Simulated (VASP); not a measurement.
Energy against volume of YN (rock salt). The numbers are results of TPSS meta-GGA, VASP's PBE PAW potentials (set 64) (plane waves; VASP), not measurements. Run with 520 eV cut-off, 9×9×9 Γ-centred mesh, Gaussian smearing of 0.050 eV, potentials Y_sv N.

| V (Å³/atom) | E (eV/atom) |
|---|---|
| 14.263 | -14.48403 |
| 14.704 | -14.49147 |
| 15.145 | -14.48535 |
| 15.586 | -14.46757 |

Fit these four points and predict the energy of the run at 13.822 Å³/atom.

A cubic in V^(−2/3), the third-order Birch-Murnaghan form, passes through the four points with V0 = 14.71 Å³/atom and B0 = 163 GPa, and gives -14.4608 eV/atom there. The run gave -14.4607 eV/atom, +0.1 meV/atom from the fit; all five points give B0 = 164 GPa.

The compound is YN in the rock salt structure. It was relaxed first.
